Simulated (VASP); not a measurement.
# InSb (F-43m) in VASP: single point with PBEsol

Aim: the single point of InSb with PBEsol.

Program: VASP 6.6.1. These are calculated values, not measurements. Logs are shortened: lines on timing, memory, paths and dates and some standing lists are left out, and cuts for length are marked.

## Step 1: The structure

Symmetry: F-43m, No. 216, cubic system. Conventional cell: a = 6.521 Å, b = 6.521 Å, c = 6.521 Å, α = 90.00°, β = 90.00°, γ = 90.00°. Around In (site symmetry -43m) lie 4 Sb at 2.82 Å. Around Sb (site symmetry -43m) lie 4 In at 2.82 Å.

The cell is a database's computed one.

## Step 2: Single point, PBEsol, non-collinear spin, zero start, spin-orbit coupling

INCAR reads:

```
PREC     = Accurate       # precision mode
ENCUT    = 520            # plane-wave cutoff, eV
EDIFF    = 1E-6           # SCF threshold, eV
ISMEAR   = 0              # smearing method
SIGMA    = 0.1            # smearing width, eV
LREAL    = F              # projectors in reciprocal space
LASPH    = T              # aspherical terms in the spheres
NELM     = 80             # most SCF steps
ALGO     = Fast           # electronic algorithm
ISIF     = 2              # what is computed and relaxed
LWAVE    = F              # write WAVECAR
LCHARG   = F              # write CHGCAR
MAGMOM   = 0 0 0 0 0 0    # initial moments
LORBIT   = 11             # projections on sites
LSORBIT  = T              # spin-orbit coupling
GGA_COMPAT= F            
GGA      = PS             # functional
```

KPOINTS reads:

```
Automatic mesh
0
Gamma
  12 12 12
```

POSCAR reads:

```
InSb
1.0
    0.0000000000      3.2604100000      3.2604100000
    3.2604100000      0.0000000000      3.2604100000
    3.2604100000      3.2604100000      0.0000000000
In Sb
1 1
Direct
    0.0000000000      0.0000000000      0.0000000000
    0.7500000000      0.7500000000      0.7500000000
```

Potentials or basis: VASP PAW PBE potentials, release 64 (In_d, Sb).

Command:

```
> cat potpaw_PBE.64/In_d/POTCAR potpaw_PBE.64/Sb/POTCAR > POTCAR
> mpirun -np 1 vasp_ncl > vasp.out
```

OUTCAR:

```text
PREC = Accurate
   ENCUT = 520
   EDIFF = 1E-6
   ISMEAR = 0
   LREAL = F
   LASPH = T
   NELM = 80
   ISIF = 2
   LORBIT = 11
   LSORBIT = T
   GGA = PS

 ion  position               nearest neighbor table
   1  0.000  0.000  0.000-   2 2.82   2 2.82   2 2.82   2 2.82
   2  0.750  0.750  0.750-   1 2.82   1 2.82   1 2.82   1 2.82

  LATTYP: Found a face centered cubic cell.
 ALAT       =     6.5208200000

  Lattice vectors:

 A1 = (   0.0000000000,   3.2604100000,   3.2604100000)
 A2 = (   3.2604100000,   0.0000000000,   3.2604100000)
 A3 = (   3.2604100000,   3.2604100000,   0.0000000000)

Analysis of symmetry for initial positions (statically):
=====================================================================
 Subroutine PRICEL returns:
 Original cell was already a primitive cell.

 Routine SETGRP: Setting up the symmetry group for a
 face centered cubic supercell.

 Subroutine GETGRP returns: Found 24 space group operations
 (whereof 24 operations were pure point group operations)
 out of a pool of 48 trial point group operations.

The static configuration has the point symmetry T_d .

Analysis of symmetry for dynamics (positions and initial velocities):
=====================================================================
 Subroutine PRICEL returns:
 Original cell was already a primitive cell.

 Routine SETGRP: Setting up the symmetry group for a
 face centered cubic supercell.

 Subroutine GETGRP returns: Found 24 space group operations
 (whereof 24 operations were pure point group operations)
 out of a pool of 48 trial point group operations.

The dynamic configuration has the point symmetry T_d .

Analysis of structural, dynamic, and magnetic symmetry:
=====================================================================
 Subroutine PRICEL returns:
 Original cell was already a primitive cell.

 Routine SETGRP: Setting up the symmetry group for a
 face centered cubic supercell.

 Subroutine GETGRP returns: Found 24 space group operations
[... 867 lines left out ...]
  -------------------------------------------------------------------------------------
  Total        0.0064365      0.0064365      0.0064365      0.0000000      0.0000000      0.0000000
  in kB        0.1487691      0.1487691      0.1487691      0.0000000      0.0000000      0.0000000
  external PRESSURE =       0.1487691 kB  Pullay stress =       0.0000000 kB

 VOLUME and BASIS-vectors are now :
 -----------------------------------------------------------------------------
  energy-cutoff  :      520.00
  volume of cell :       69.32
      direct lattice vectors                 reciprocal lattice vectors
     0.000000000  3.260410000  3.260410000    -0.153354946  0.153354946  0.153354946
     3.260410000  0.000000000  3.260410000     0.153354946 -0.153354946  0.153354946
     3.260410000  3.260410000  0.000000000     0.153354946  0.153354946 -0.153354946

 POSITION                                       TOTAL-FORCE (eV/Angst)
 -----------------------------------------------------------------------------------
      0.00000      0.00000      0.00000        -0.000000     -0.000000     -0.000000
      4.89061      4.89061      4.89061         0.000000      0.000000      0.000000
 -----------------------------------------------------------------------------------
    total drift:                               -0.000000     -0.000000     -0.000000

  FREE ENERGIE OF THE ION-ELECTRON SYSTEM (eV)
  ---------------------------------------------------
  free  energy   TOTEN  =        -7.8031090528 eV

  energy  without entropy=       -7.8029859561  energy(sigma->0) =       -7.80304750

 Spin-Orbit-Coupling matrix elements

 Ion:    1  E_soc:     -0.0761400
 l=   1
     0.0000000    -0.0062730    -0.0062730
    -0.0062730     0.0000000    -0.0062730
    -0.0062730    -0.0062730     0.0000000
 l=   2
     0.0000000    -0.0012689     0.0000000    -0.0012689    -0.0051481
    -0.0012689     0.0000000    -0.0038610    -0.0012689    -0.0012870
     0.0000000    -0.0038610     0.0000000    -0.0038610     0.0000000
    -0.0012689    -0.0012689    -0.0038610     0.0000000    -0.0012870
    -0.0051481    -0.0012870     0.0000000    -0.0012870     0.0000000
 l=   3
     0.0000000     0.0000000     0.0000000     0.0000000     0.0000000     0.0000000     0.0000000
     0.0000000     0.0000000     0.0000000     0.0000000     0.0000000     0.0000000     0.0000000
     0.0000000     0.0000000     0.0000000     0.0000000     0.0000000     0.0000000     0.0000000
     0.0000000     0.0000000     0.0000000     0.0000000     0.0000000     0.0000000     0.0000000
     0.0000000     0.0000000     0.0000000     0.0000000     0.0000000     0.0000000     0.0000000
     0.0000000     0.0000000     0.0000000     0.0000000     0.0000000     0.0000000     0.0000000
     0.0000000     0.0000000     0.0000000     0.0000000     0.0000000     0.0000000     0.0000000

 Ion:    2  E_soc:     -0.1310371
 l=   1
     0.0000000    -0.0217538    -0.0217538
    -0.0217538     0.0000000    -0.0217538
    -0.0217538    -0.0217538     0.0000000
 l=   2
     0.0000000    -0.0000315     0.0000000    -0.0000315    -0.0000542
    -0.0000315     0.0000000    -0.0000407    -0.0000315    -0.0000136
     0.0000000    -0.0000407     0.0000000    -0.0000407     0.0000000
    -0.0000315    -0.0000315    -0.0000407     0.0000000    -0.0000136
    -0.0000542    -0.0000136     0.0000000    -0.0000136     0.0000000
 l=   3
     0.0000000     0.0000000     0.0000000     0.0000000     0.0000000     0.0000000     0.0000000
     0.0000000     0.0000000     0.0000000     0.0000000     0.0000000     0.0000000     0.0000000
     0.0000000     0.0000000     0.0000000     0.0000000     0.0000000     0.0000000     0.0000000
     0.0000000     0.0000000     0.0000000     0.0000000     0.0000000     0.0000000     0.0000000
     0.0000000     0.0000000     0.0000000     0.0000000     0.0000000     0.0000000     0.0000000
     0.0000000     0.0000000     0.0000000     0.0000000     0.0000000     0.0000000     0.0000000
     0.0000000     0.0000000     0.0000000     0.0000000     0.0000000     0.0000000     0.0000000

 total charge

# of ion       s       p       d       tot
------------------------------------------
    1        0.873   0.700   9.864  11.437
    2        1.141   1.319   0.019   2.479
--------------------------------------------------
tot          2.014   2.019   9.883  13.916

 magnetization (x)

# of ion       s       p       d       tot
------------------------------------------
    1       -0.000  -0.000  -0.000  -0.000
    2       -0.000   0.000   0.000   0.000
--------------------------------------------------
tot         -0.000  -0.000  -0.000  -0.000

 magnetization (y)

# of ion       s       p       d       tot
------------------------------------------
    1        0.000   0.000   0.000   0.000
    2       -0.000   0.000   0.000   0.000
--------------------------------------------------
tot         -0.000   0.000   0.000   0.000

 magnetization (z)

# of ion       s       p       d       tot
------------------------------------------
    1       -0.000  -0.000  -0.000  -0.000
    2       -0.000   0.000   0.000   0.000
--------------------------------------------------
tot         -0.000   0.000   0.000  -0.000
```

stdout:

```text
POSCAR found type information on POSCAR InSb
 POSCAR found :  2 types and       2 ions
 scaLAPACK will be used
 -----------------------------------------------------------------------------
|                                                                             |
|                                                                             |
|     You enforced a specific xc type in the INCAR file but a different       |
|     I HOPE YOU KNOW WHAT YOU ARE DOING!                                     |
|                                                                             |
 -----------------------------------------------------------------------------

 LDA part: xc-table for (Slater+PW92), standard interpolation
 POSCAR, INCAR and KPOINTS ok, starting setup
 FFT: planning ... GRIDC
 FFT: planning ... GRID_SOFT
 FFT: planning ... GRID
 WAVECAR not read
 entering main loop
```

Run time: 5.2 min. Hardware: 1 thread of Intel Xeon Platinum 8488C (Sapphire Rapids), shared host; peak memory 0.58 GiB.

What came out:

```yaml
Free_energy: -7.8031 eV
Pressure: 0.0 GPa
Net_moment: 0.00 μB per cell
Valence_electrons_inside_the_program's_atomic_spheres: In 11.44; Sb 2.48
```

Moments on the atoms (μB; x, y, z):
```
In  0.00 0.00 0.00
Sb  0.00 0.00 0.00
```

Caveat: the PAW data sets were made with another functional, which shifts forces and pressure a little.
